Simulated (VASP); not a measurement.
# Ta3Si3N in VASP: a series of runs, part 2 of 2

VASP 6.6.1. The steps go on from the part before.

## (3) Relaxation of cell and atoms, PBE

This run uses another cell than the first one, of 17.41 Å³/atom, 1.131 times its volume.

File INCAR:

```
SYSTEM = Ta3Si3N
ALGO = Fast
EDIFF = 1E-4
EDIFFG = -0.08
ENCUT = 520
GGA = PE
IBRION = 2
ISIF = 3
ISMEAR = 0
KPAR = 2
LASPH = .True.
LCHARG = .False.
LREAL = .False.
LWAVE = .False.
NELM = 60
NSW = 24
PREC = Normal
SIGMA = 0.15
```

File KPOINTS:

```
k-points
0
Gamma
  4 4 2
  0 0 0
```

File POSCAR:

```
Ta3Si3N
1.0
    4.4143652000      0.0000000000      0.0000000000
   -2.2071826000      3.8229524100      0.0000000000
    0.0000000000      0.0000000000      7.2195922100
Ta Si N
3 3 1
Direct
    0.3333333300      0.6666666700      0.5000000000
    0.6666666700      0.3333333300      0.5000000000
    0.0000000000      0.0000000000      0.0000000000
    0.3333333300      0.6666666700      0.8109252600
    0.3333333300      0.6666666700      0.1890747400
    0.0000000000      0.0000000000      0.5000000000
    0.6666666700      0.3333333300      0.0000000000
```

Potentials or basis: VASP PAW PBE potentials, release 64 (Ta_pv, Si, N).

Run with:

```bash
> cat potpaw_PBE.64/Ta_pv/POTCAR potpaw_PBE.64/Si/POTCAR potpaw_PBE.64/N/POTCAR > POTCAR
> mpirun -np 2 vasp_std > vasp.out
```

Wall time 2.1 min (2 MPI ranks of Intel Xeon Platinum 8259CL at 2.50GHz (Skylake/Cascade Lake), shared host); peak memory 0.19 GiB.

It converged, with:

* Free energy: -52.5915 eV
* Relaxed volume: 17.94 Å³/atom
* Relaxed cell: a = 4.454 Å, b = 4.454 Å, c = 7.311 Å, α = 90.00°, β = 90.00°, γ = 120.00°
* Space group after relaxing (to 0.05 Å): P-6m2 (No. 187)
* Energy gained by relaxing: 152.6 meV/atom
* Ionic steps: 12
* Pressure after relaxing: 0.0 GPa
* Largest force after relaxing: 0.011 eV/Å
* Band gap on the k mesh: none (metal or under the smearing width)

Forces in eV/Å, atoms in the order of the input:
```
Ta   0.000  0.000  0.000
Ta   0.000  0.000  0.000
Ta   0.000  0.000  0.000
Si   0.000  0.000 -0.011
Si   0.000  0.000  0.011
Si   0.000  0.000  0.000
N    0.000  0.000  0.000
```

Stress tensor (GPa, compression positive):
```
 0.14  0.00  0.00
 0.00  0.14  0.00
 0.00  0.00 -0.30
```

Step by step:
```csv
step,energy change (eV),largest force (eV/Å),pressure (GPa),volume (Å³)
1,0.0000,4.5008,6.49,121.84
2,-0.8078,0.2816,-4.13,134.42
3,-0.9358,0.5788,-2.12,130.33
4,-0.9360,0.6227,-2.01,130.16
5,-1.0066,0.3500,0.69,126.61
6,-1.0143,0.1991,1.96,125.13
7,-1.0546,0.0318,1.07,125.14
8,-1.0662,0.1298,0.44,125.13
9,-1.0664,0.1835,0.40,125.12
10,-1.0664,0.1701,0.38,125.12
11,-1.0664,0.1515,0.41,125.13
12,-1.0682,0.0112,-0.01,125.59
```

Final structure:
```cif
data_structure
_symmetry_space_group_name_H-M 'P 1'
_symmetry_Int_Tables_number 1
_cell_length_a 4.4538
_cell_length_b 4.4538
_cell_length_c 7.3108
_cell_angle_alpha 90.000
_cell_angle_beta 90.000
_cell_angle_gamma 120.000
_cell_volume 125.59
loop_
_atom_site_label
_atom_site_type_symbol
_atom_site_fract_x
_atom_site_fract_y
_atom_site_fract_z
_atom_site_occupancy
Ta1 Ta 0.33333 0.66667 0.50000 1
Ta2 Ta 0.66667 0.33333 0.50000 1
Ta3 Ta 0.00000 0.00000 0.00000 1
Si1 Si 0.33333 0.66667 0.84365 1
Si2 Si 0.33333 0.66667 0.15635 1
Si3 Si 0.00000 0.00000 0.50000 1
N1 N 0.66667 0.33333 0.00000 1
```

Levels at points of the mesh, in eV from the Fermi level:
| k point | band 22 | band 23 | band 24 | band 25 | band 26 | band 27 | band 28 | band 29 |
| --- | --- | --- | --- | --- | --- | --- | --- | --- |
| (0.00, 0.00, 0.00) | -0.43 | -0.43 | 0.02 | 0.11 | 0.11 | 0.20 | 0.62 | 0.62 |
| (0.50, 0.00, 0.00) | -1.56 | -0.91 | -0.66 | -0.16 | 0.59 | 0.61 | 0.90 | 1.60 |
| (0.00, 0.00, 0.50) | -0.42 | -0.42 | 0.13 | 0.13 | 0.44 | 0.44 | 0.89 | 1.12 |
| (0.50, 0.00, 0.50) | -1.70 | -1.34 | -0.57 | 0.02 | 0.39 | 1.07 | 1.08 | 1.25 |

Caveat: the k mesh is coarse (spacing up to 0.44 Å⁻¹), so the values aren't converged; the relaxation stopped at a loose force limit of 0.08 eV/Å, so its end isn't a converged minimum.

## (4) Relaxation of cell and atoms, PBE

This run uses another cell than the first one, of 14.41 Å³/atom, 0.936 times its volume.

INCAR is that of step 3.

KPOINTS is that of step 3.

File POSCAR:

```
Ta3Si3N
1.0
    3.2000000000      0.0000000000      0.0000000000
    0.0000000000      3.2000000000      0.0000000000
    0.0000000000      0.0000000000      9.8500000000
Ta Si N
3 3 1
Direct
    0.0000000000      0.0000000000      0.7800000000
    0.0000000000      0.0000000000      0.2200000000
    0.5000000000      0.5000000000      0.0000000000
    0.5000000000      0.5000000000      0.3300000000
    0.5000000000      0.5000000000      0.6700000000
    0.0000000000      0.0000000000      0.5000000000
    0.0000000000      0.0000000000      0.0000000000
```

Potentials or basis: VASP PAW PBE potentials, release 64 (Ta_pv, Si, N).

Run with:

```bash
> cat potpaw_PBE.64/Ta_pv/POTCAR potpaw_PBE.64/Si/POTCAR potpaw_PBE.64/N/POTCAR > POTCAR
> mpirun -np 2 vasp_std > vasp.out
```

OUTCAR:

```text
SYSTEM = Ta3Si3N
   EDIFF = 1E-4
   EDIFFG = -0.08
   ENCUT = 520
   GGA = PE
   IBRION = 2
   ISIF = 3
   ISMEAR = 0
   LASPH = .True.
   LREAL = .False.
   NELM = 60
   NSW = 24
   PREC = Normal

 ion  position               nearest neighbor table
   1  0.000  0.000  0.780-   7 2.17   5 2.51   5 2.51   5 2.51   5 2.51   6 2.76   3 3.13   3 3.13
                             3 3.13   3 3.13
   2  0.000  0.000  0.220-   7 2.17   4 2.51   4 2.51   4 2.51   4 2.51   6 2.76   3 3.13   3 3.13
                             3 3.13   3 3.13
   3  0.500  0.500  0.000-   7 2.26   7 2.26   7 2.26   7 2.26   2 3.13   2 3.13   1 3.13   2 3.13
                             1 3.13   1 3.13   2 3.13   1 3.13   4 3.25   5 3.25
   4  0.500  0.500  0.330-   2 2.51   2 2.51   2 2.51   2 2.51   6 2.81   6 2.81   6 2.81   6 2.81
                             3 3.25
   5  0.500  0.500  0.670-   1 2.51   1 2.51   1 2.51   1 2.51   6 2.81   6 2.81   6 2.81   6 2.81
                             3 3.25
   6  0.000  0.000  0.500-   1 2.76   2 2.76   4 2.81   5 2.81   4 2.81   5 2.81   4 2.81   5 2.81
                             4 2.81   5 2.81
[... 311 lines left out ...]
 number of electron      50.0000033 magnetization

------------------------ aborting loop because EDIFF is reached ----------------------------------------
[... 77 lines left out ...]
--------------------------------------- Ionic step       15  -------------------------------------------

 number of electron      50.0000024 magnetization

 Free energy of the ion-electron system (eV)
  ---------------------------------------------------
  ext. energy  EPLUGINS =         0.00000000
  ---------------------------------------------------
  free energy    TOTEN  =       -62.26560815 eV

  energy without entropy =      -62.21399535  energy(sigma->0) =      -62.23980175

 E-fermi :   8.4543     XC(G=0): -12.2484

 val. band max:        8.4271806148   @ k =   0.2500   0.0000   0.5000
 cond. band min:       8.4805885972   @ k =   0.0000   0.0000   0.5000
 fundamental gap:      0.0534079824
 Fermi energy:         8.4543435225

 k-point     1 :       0.0000    0.0000    0.0000
  band No.  band energies     occupation
      1     -26.7804      2.00000
      2     -26.7804      2.00000
      3     -26.5429      2.00000
      4     -25.9165      2.00000
      5     -25.8209      2.00000
      6     -25.5684      2.00000
[... 419 lines left out ...]
  FREE ENERGIE OF THE ION-ELECTRON SYSTEM (eV)
  ---------------------------------------------------
  free  energy   TOTEN  =       -62.2656081459 eV

  energy  without entropy=      -62.2139953498  energy(sigma->0) =      -62.23980175

 reached required accuracy - stopping structural energy minimisation
```

Run time: 1.9 min. Hardware: 2 MPI ranks of Intel Xeon Platinum 8259CL at 2.50GHz (Skylake/Cascade Lake), shared host; peak memory 0.17 GiB.

What came out:

```
Free energy                            : -62.2656 eV
Relaxed volume                         : 14.12 Å³/atom
Relaxed cell                           : a = 3.244 Å, b = 3.244 Å, c = 9.395 Å, α = 90.00°, β = 90.00°, γ = 90.00°
Space group after relaxing (to 0.05 Å) : P4/mmm (No. 123)
Energy gained by relaxing              : 86.0 meV/atom
Ionic steps                            : 15
Pressure after relaxing                : 0.2 GPa
Largest force after relaxing           : 0.037 eV/Å
Band gap on the k mesh                 : none (metal or under the smearing width)
```

Forces on the atoms (eV/Å):
```
Ta   0.000  0.000 -0.018
Ta   0.000  0.000  0.018
Ta   0.000  0.000  0.000
Si   0.000  0.000  0.037
Si   0.000  0.000 -0.037
Si   0.000  0.000  0.000
N    0.000  0.000  0.000
```

Stress tensor (GPa, compression positive):
```
-0.01  0.00  0.00
 0.00 -0.01  0.00
 0.00  0.00  0.54
```

Step by step:
| step | energy change (eV) | largest force (eV/Å) | pressure (GPa) | volume (Å³) |
| --- | --- | --- | --- | --- |
| 1 | 0.0000 | 1.2102 | 2.60 | 100.86 |
| 2 | -0.3219 | 0.9101 | -4.07 | 104.07 |
| 3 | -0.3376 | 0.5935 | -3.34 | 103.48 |
| 4 | -0.3961 | 0.6755 | 3.63 | 99.70 |
| 5 | -0.4003 | 0.6592 | 2.16 | 100.46 |
| 6 | -0.4662 | 0.5790 | 1.28 | 100.23 |
| 7 | -0.4857 | 0.5840 | 0.87 | 100.03 |
| 8 | -0.5321 | 0.3528 | -1.80 | 100.80 |
| 9 | -0.5486 | 0.2361 | -4.24 | 101.56 |
| 10 | -0.5701 | 0.1595 | -3.79 | 100.99 |
| 11 | -0.5877 | 0.2192 | -1.89 | 99.56 |
| 12 | -0.5965 | 0.1851 | -0.62 | 99.05 |
| 13 | -0.5994 | 0.1547 | 0.62 | 98.52 |
| 14 | -0.6009 | 0.1167 | 0.44 | 98.63 |
| 15 | -0.6019 | 0.0370 | 0.17 | 98.85 |

Final structure:
```xyz
7
Lattice="3.2437 0.0000 0.0000 0.0000 3.2437 0.0000 0.0000 0.0000 9.3953" Properties=species:S:1:pos:R:3 pbc="T T T"
Ta    0.0000    0.0000    7.2832
Ta    0.0000    0.0000    2.1121
Ta    1.6218    1.6218    0.0000
Si    1.6218    1.6218    3.3795
Si    1.6218    1.6218    6.0158
Si    0.0000    0.0000    4.6977
N     0.0000    0.0000    0.0000
```

Caveat: the k mesh is coarse (spacing up to 0.49 Å⁻¹), so the values aren't converged; the relaxation stopped at a loose force limit of 0.08 eV/Å, so its end isn't a converged minimum.
